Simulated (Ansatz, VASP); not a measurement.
# Cross-check of HfSnPb2O6 between VASP and Ansatz, part 2 of 2

One calculation is typed for both programs; each brings its own data sets. How far apart do they land? The cell is invented: As first built, before any earlier steps moved the atoms (in the runner's words): Pb for Sr in the Sr2HfSnO6 structure of space group Fm-3m. It may not be a known or stable phase. The two relaxations start from unlike cells of this crystal (the structure described is Ansatz's start), so only their ends are compared.

VASP 6.6.1 and Ansatz 0.2.0.

So far: The starting structure; VASP: relaxation of cell and atoms, LDA.

## (3) Ansatz: relaxation of cell and atoms, LDA

Level of this step: Ansatz beside VASP: Kohn-Sham DFT, plane waves, LDA (Ansatz).

Ansatz runs on its default PAW (the set named soft_2) files.

Its own start cell and the same functional (in two slightly different forms), mesh and smearing now go to Ansatz, which takes its cutoff from its data sets.

Contents of input.yaml:

```yaml
crystal:
  lattice:
    - [0.0, 3.8603152207, 3.8603152207]
    - [3.8603152207, 0.0, 3.8603152207]
    - [3.8603152207, 3.8603152207, 0.0]
  atoms:
    - { symbol: Pb, position: [0.25, 0.25, 0.25] }
    - { symbol: Pb, position: [0.75, 0.75, 0.75] }
    - { symbol: Hf, position: [0.0, 0.0, 0.0] }
    - { symbol: Sn, position: [0.5, 0.5, 0.5] }
    - { symbol: O, position: [0.75004105, 0.24995895, 0.24995895] }
    - { symbol: O, position: [0.24995895, 0.75004105, 0.75004105] }
    - { symbol: O, position: [0.24995895, 0.75004105, 0.24995895] }
    - { symbol: O, position: [0.75004105, 0.24995895, 0.75004105] }
    - { symbol: O, position: [0.24995895, 0.24995895, 0.75004105] }
    - { symbol: O, position: [0.75004105, 0.75004105, 0.24995895] }
kpoints:
  mp_grid: { grid: [6, 6, 6] }
scf:
  occupations: { method: gaussian, width: 0.03 }
hamiltonian:
  xc: lda
output:
  forces: true
  stress: true
relax:
  f_tol: 0.02
  max_steps: 60
  cell: {}
```

Command:

```console
> ansatz run input.yaml --threads 2 --pin off --max-ram 4096MiB --backend cpu --events-out ev --progress --plain --runs-dir out
```

Numbers of over 12 decimals in the logs are rounded to 6 here.

The program printed:

```text
Engine: ansatz 0.2.0, x86_64-unknown-linux-gnu
Pseudopotentials: kind: paw
Pseudopotential: Pb, paw, valence charge 14, recommended cutoff 420 eV (normal), Pb.paw.azcp
Pseudopotential: Hf, paw, valence charge 26, recommended cutoff 420 eV (normal), Hf.paw.azcp
Pseudopotential: Sn, paw, valence charge 14, recommended cutoff 420 eV (normal), Sn.paw.azcp
Pseudopotential: O, paw, valence charge 6, recommended cutoff 420 eV (normal), O.paw.azcp
Functional definition: SPW92
  exchange = slater_x
  correlation = pw_c
Crystal: 10 atoms, lattice volume = 115.053 Å³
Basis set: ecut = 420 eV, 2229 PW (Γ)
Bands: 63, of which v1, the nominal top of the filled ones, is band 52 counted from 1 (51 counted from 0)
Symmetry: 48 space group operations
Space group: Fm-3m (ITA 225), of the structure as read, at distance tolerance 4.9e-5 Å
k-points: 16 of 216
Non-local potential: Pb, projectors of the file, l = 0: 2, l = 1: 2, l = 2: 2, l = 3: 2
Non-local potential: Hf, projectors of the file, l = 0: 3, l = 1: 2, l = 2: 2, l = 3: 3
Non-local potential: Sn, projectors of the file, l = 0: 2, l = 1: 2, l = 2: 2, l = 3: 2
Non-local potential: O, projectors of the file, l = 0: 2, l = 1: 2, l = 2: 1
PAW form: soft (Blöchl's): semilocal exchange-correlation on the pseudo side does not see the compensation charge
PAW frozen core: Pb, regenerated for the run's functional, and the local potential with it (the file was generated under x = pbe(κ = 0.804, μ = 0.219515), c = pbe(β = 0.066725))
PAW frozen core: Hf, regenerated for the run's functional, and the local potential with it (the file was generated under x = pbe(κ = 0.804, μ = 0.219515), c = pbe(β = 0.066725))
PAW frozen core: Sn, regenerated for the run's functional, and the local potential with it (the file was generated under x = pbe(κ = 0.804, μ = 0.219515), c = pbe(β = 0.066725))
PAW frozen core: O, regenerated for the run's functional, and the local potential with it (the file was generated under x = pbe(κ = 0.804, μ = 0.219515), c = pbe(β = 0.066725))
PAW one-centre angular grid: Pb, 590 points (default); XC on 64 Gauss nodes
PAW one-centre angular grid: Hf, 590 points (default); XC on 64 Gauss nodes
PAW one-centre angular grid: Sn, 590 points (default); XC on 64 Gauss nodes
PAW one-centre angular grid: O, 110 points (default); XC on 64 Gauss nodes
Initial density: superposition of atomic densities (neutral atoms: chi_scale 0, normalization atom), corrected by the library's trained network
Initial wavefunctions: pseudopotential atomic-orbital guess
Functional: x = slater, c = lda
SCF iter   1: F=—  HF=-47895.632991 eV  |F-HF|=—  |Δ(HF+E_count)|=         —  Δρ=2.03e-2  dr2=4.18e-1  ethr=1.77e-3  ⟨swp⟩=6.1  Hψ=4145  notcnv=0  defer=12
preconditioner: auto → Resta (q_TF=auto, 2.683 Å⁻¹)  ε∞=4.9  [insulator: Δε(μ)=2.349 eV  Ē_g=17.607 eV  σ=0.030 eV  W_gap=1.00  n_scr=26 (ndim 8)  ℏωp=35.0 eV  f_vac=0.000  D(μ)=0.00/eV (n_scr^D=0)  ε∞_Penn≈4.9]
SCF iter   2: F=—  HF=-47895.535344 eV  |F-HF|=—  |Δ(HF+E_count)|=   9.76e-2  Δρ=7.35e-3  dr2=6.23e-2  ethr=4.02e-4  ⟨swp⟩=2.4  Hψ=1605  notcnv=0  defer=65
SCF iter   3: F=—  HF=-47895.518232 eV  |F-HF|=—  |Δ(HF+E_count)|=   1.71e-2  Δρ=1.66e-3  dr2=2.63e-3  ethr=5.99e-5  ⟨swp⟩=2.0  Hψ=1442  notcnv=0  defer=66
SCF iter   4: F=—  HF=-47895.517743 eV  |F-HF|=—  |Δ(HF+E_count)|=   4.88e-4  Δρ=5.72e-4  dr2=2.30e-4  ethr=2.53e-6  ⟨swp⟩=2.0  Hψ=1769  notcnv=0  defer=66
SCF iter   5: F=—  HF=-47895.517408 eV  |F-HF|=—  |Δ(HF+E_count)|=   3.35e-4  Δρ=1.51e-4  dr2=2.29e-5  ethr=2.22e-7  ⟨swp⟩=2.0  Hψ=1749  notcnv=0  defer=66
SCF iter   6: F=—  HF=-47895.517390 eV  |F-HF|=—  |Δ(HF+E_count)|=   1.83e-5  Δρ=4.24e-5  dr2=3.10e-6  ethr=2.21e-8  ⟨swp⟩=2.1  Hψ=1626  notcnv=0  defer=66
SCF iter   7: F=—  HF=-47895.517389 eV  |F-HF|=—  |Δ(HF+E_count)|=   1.00e-6  Δρ=9.72e-6  dr2=1.63e-7  ethr=2.98e-9  ⟨swp⟩=2.0  Hψ=1759  notcnv=0  defer=66
SCF iter   8: F=-47895.517388 eV  HF=-47895.517388 eV  |F-HF|=8.67e-9  |Δ(HF+E_count)|=   7.68e-8  Δρ=2.50e-6  dr2=6.88e-9  ethr=9.62e-11  ⟨swp⟩=5.0  Hψ=3509  notcnv=0
SCF 1 converged in 8 iterations: F = -47895.517388 eV  dr2 = 6.88e-9
  greatest PAW one-centre occupation: 1.000 electrons in one spin orbital (limit 2), on the Sn atom at site 3 (counted from 0), in its partial waves of l = 2
relax step   1: F+E_penalty+E_count = -47895.51738848 eV  Δ(F+E_penalty+E_count) = +0.000e0 eV  max|allowed force component| = 6.910e-1 eV/Å  Δτ_max = 0.0000 Å  P = +38.772 GPa  Ω = 115.053 Å³  (8 SCF iters, dr2 threshold 1.00e-7 eV, accepted)
[...]
relax step   5: F+E_penalty+E_count = -47897.47672047 eV  Δ(F+E_penalty+E_count) = -1.706e-1 eV  max|allowed force component| = 2.854e-3 eV/Å  Δτ_max = 0.0000 Å  P = +1.702 GPa  Ω = 132.354 Å³  stress off target by 1.70e0 GPa  SCF on the basis re-selected at this cell (its energy is not comparable with the rows above)  (8 SCF iters)
[...]
relax step   6: F+E_penalty+E_count = -47897.47766113 eV  Δ(F+E_penalty+E_count) = -9.407e-4 eV  max|allowed force component| = 7.529e-3 eV/Å  Δτ_max = 0.0000 Å  P = +0.214 GPa  Ω = 133.383 Å³  energy of the carried Pulay correction = -5.180e-3 eV  (6 SCF iters, dr2 threshold 1.00e-6 eV, accepted)
[...]
relax step   7: F+E_penalty+E_count = -47897.47685286 eV  Δ(F+E_penalty+E_count) = +8.083e-4 eV  max|allowed force component| = 5.659e-5 eV/Å  Δτ_max = 0.0002 Å  P = -0.033 GPa  Ω = 133.560 Å³  energy of the carried Pulay correction = -6.094e-3 eV  (6 SCF iters, dr2 threshold 1.15e-7 eV, accepted)
[...]
relax step   8: F+E_penalty+E_count = -47897.48398975 eV  Δ(F+E_penalty+E_count) = -7.137e-3 eV  max|allowed force component| = 3.406e-5 eV/Å  Δτ_max = 0.0000 Å  P = -0.008 GPa  Ω = 133.560 Å³  stress off target by 7.80e-3 GPa  SCF on the basis re-selected at this cell (its energy is not comparable with the rows above)  (6 SCF iters)
basis re-selected at this cell: Δ(F+E_penalty+E_count) = -7.137e-3 eV, ΔP = +0.025 GPa vs the last step (what re-selecting the basis moved, of the pressure what is left beyond the Pulay correction that the steps carried, after the strain that the cell walked since its last selection, with what the two solves' SCF thresholds leave and, on support functions, any second-order correction that the steps lacked; it is no m [...]
SCF converged after 6 iterations
Free energy (F): -47897.483990 eV
Harris-Foulkes:  -47897.483990 eV  (|F-HF|=7.28e-12)
Internal energy: -47897.483990 eV  (E = F + TS)
E sigma→0 (E₀):  -47897.483990 eV
Fermi energy:    12.283108 eV
--- Per-component energies (eV) ---
  E_band       = -86.708932
  E_kinetic    = 2235.303966
  E_local      = -10792.915263  (includes V_loc(G=0)·N_el)
  E_nonlocal   = -245.984639
  E_hartree    = 4875.777497
  E_xc         = -1550.231591
  E_vxc        = -1192.717615  (∫ρ·V_xc dr)
  E_paw        = -31774.611719  (= ΣΔE_a)
  E_vpaw       = 158.034720  (= ΣTr[D̂ρ^β])
  E_aug_tail   = 0.014987  (compensation charges beyond the density's cutoff)
  E_ewald      = -10648.145470
  E_core_change = 3.308243  (= ΣΔE_core)
  E_smearing   = -0.000000  (= −TS)
  E_closure    = 0.000000  (closes the sum)
  Σ components = -47897.483990   (vs F -47897.483990, Δ=0.00e0)
--- Forces (eV/Å), atoms counted from 1 ---
  atom   1  Pb     0.00000000     0.00000000    -0.00000000
  atom   2  Pb    -0.00000000    -0.00000000     0.00000000
  atom   3  Hf     0.00000000    -0.00000000     0.00000000
  atom   4  Sn     0.00000000     0.00000000     0.00000000
  atom   5  O      0.00003406    -0.00000000     0.00000000
  atom   6  O     -0.00003406     0.00000000     0.00000000
  atom   7  O      0.00000000     0.00003406    -0.00000000
  atom   8  O      0.00000000    -0.00003406    -0.00000000
  atom   9  O      0.00000000     0.00000000     0.00003406
  atom  10  O     -0.00000000    -0.00000000    -0.00003406
  max |Σ_I F_I| component: 6.36e-18 eV/Å
--- Stress (GPa, compression-positive) ---
       -0.007804       0.000000       0.000000
        0.000000      -0.007804      -0.000000
        0.000000      -0.000000      -0.007804
  P = ⅓ Tr σ = -0.0078 GPa (-0.078 kbar)
--- Relaxed structure (6 steps of the walk, 6 accepted, 2 SCFs on fresh bases) ---
  F+E_penalty+E_count = -47897.48398975 eV   max|allowed force component| = 3.406e-5 eV/Å   (the final SCF, on the basis selected at the relaxed cell)
  cell:  # Å, volume = 133.5597 Å³
    - [0, 4.057094, 4.057094]
    - [4.057094, 0, 4.057094]
    - [4.057094, 4.057094, 0]
  atoms:
    - { symbol: Pb, position: [0.25, 0.25, 0.25] }
    - { symbol: Pb, position: [0.75, 0.75, 0.75] }
    - { symbol: Hf, position: [-2.640069486220784e-19, 0, 0] }
    - { symbol: Sn, position: [0.5, 0.5, 0.5] }
    - { symbol: O, position: [0.749173, 0.250827, 0.250827] }
    - { symbol: O, position: [0.250827, 0.749173, 0.749173] }
    - { symbol: O, position: [0.250827, 0.749173, 0.250827] }
    - { symbol: O, position: [0.749173, 0.250827, 0.749173] }
    - { symbol: O, position: [0.250827, 0.250827, 0.749173] }
    - { symbol: O, position: [0.749173, 0.749173, 0.250827] }
```

## (4) Side by side

Known differences besides the potentials themselves: the two LDA forms differ slightly; the data sets hold 104 valence electrons in Ansatz (on its default PAW (the set named soft_2) files) and 88 in VASP; the cutoff is 420 eV in Ansatz and 600 eV in VASP; VASP's log shows a relativistic correction to its local exchange, Ansatz's none; Ansatz adds a Pulay correction to the stress that steers its cell, VASP none. Total energies have different zeros and are not compared.

Both answers:

```
                                         quantity  Ansatz    VASP  difference
                                      volume (Å³)  133.56  133.34     +0.16 %
edge a after relaxation, in the typed setting (Å)   5.738   5.734     +0.06 %
```

## (5) Results

```json
{
  "difference in volume (relaxation of cell and atoms, LDA)": "0.16 %"
}
```

In words: The difference in volume is 0.16 % (relaxation of cell and atoms, LDA), within the 1.2 % picked in this series as the mark of a large difference, as far as the stopping tolerances let one tell. The data sets hold unlike numbers of valence electrons (104 in Ansatz and 88 in VASP), so part of the differences comes from the potentials. Such differences can come from data sets, numerical settings and the points named under the comparisons, not from the functional's error against experiment.

[Lines on the potential files, build, host, timing and source positions are cut from VASP's logs without a mark.]

[Logs are printed without paths, hosts, clocks, repeated set-up lines and the standing remarks that a program may print on its own settings, such as how far it seeks lower states.]

[Hosts, paths, dates, database ids (printed as entryN), source tags and the programs' standing remarks are cut or masked in the printed files.]
